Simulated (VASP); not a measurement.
Data:

```
AlNi3
1.0
    3.52376     0.00000     0.00000
    0.00000     3.52376     0.00000
    0.00000     0.00000     3.52376
Al Ni
1 3
Cartesian
  0.00000   0.00000   0.00000
  0.00000   1.76188   1.76188
  1.76188   0.00000   1.76188
  1.76188   1.76188   0.00000
```
Starting moments (μB, in the order of the record's atoms Al Ni Ni Ni): 0.0 0.5 0.5 0.5.

These are PBE GGA with D3 dispersion (Becke-Johnson damping), VASP's PBE PAW potentials (set 64) (plane waves; VASP) values and carry that method's errors. Run with 520 eV cut-off, 8×8×8 Γ-centred mesh, first-order Methfessel-Paxton smearing of 0.10 eV, potentials Al Ni.

Estimate the cell moment, energy per atom (σ→0), band gap (on the k-mesh) with the smallest direct gap where there is one.

| Property | Result |
|---|---|
| band gap (on the k-mesh) | none (metal, semimetal or under 0.01 eV) |
| cell moment | 0.73 μB |
| energy per atom (σ→0) | -5.937 eV/atom |

Give the moment on each site (PAW-sphere projection).

```tsv
site	moment (μB)
Al1	-0.01
Ni2	0.26
Ni3	0.26
Ni4	0.26
```

Total energies compare only between runs with the same potentials, cut-off and functional.

The compound is Ni3Al in the L1_2 structure. It was relaxed first. The start is the result of an earlier pass.
